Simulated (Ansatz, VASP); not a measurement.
Two plane-wave programs on CsPbI2Br

```
Cs Pb I Br
1.0
     6.37530    0.00000    0.00000
     0.00000    6.37530    0.00000
     0.00000    0.00000    6.14109
Cs Pb I Br
1 1 2 1
Cartesian
  3.1876 3.1876 3.0705
  0.0000 0.0000 0.0000
  0.0000 3.1876 0.0000
  3.1876 0.0000 0.0000
  0.0000 0.0000 3.0705
```

Change from the starting cell: strain +0.0300 x Voigt [0, 0, 1, 0, 0, 0], atoms carried along.

Alike in both runs: task single point; functional LDA; k mesh 4 × 4 × 6; occupations gaussian, width 0.05 eV; no spin polarisation.

```csv
,VASP,Ansatz
version,VASP 6.6.1,Ansatz 0.2.0
potentials or method,"VASP PAW LDA potentials, release 64 (Cs_sv, Pb_d, I, Br)","scalar-relativistic, plane waves, PAW"
plane-wave cutoff (eV),520,420
valence electrons in the cell,44,64
```

Ansatz gave:

- gap on the k mesh at the Fermi level (eV): 1.47
- least direct gap on the mesh (eV): 1.47
- pressure (GPa): -2.1
- largest component of the traceless stress (GPa): 0.69

Q: Which values does VASP return?

A: gap on the k mesh at the Fermi level (eV): 1.44; least direct gap on the mesh (eV): 1.44; pressure (GPa): -2.1; largest component of the traceless stress (GPa): 0.69.

The two sets of potentials don't hold the same shells in valence.

Caveats: spin-orbit coupling is left out, which as a rule narrows the gap of such compounds by several tenths of an eV. A k mesh can miss the band edges.
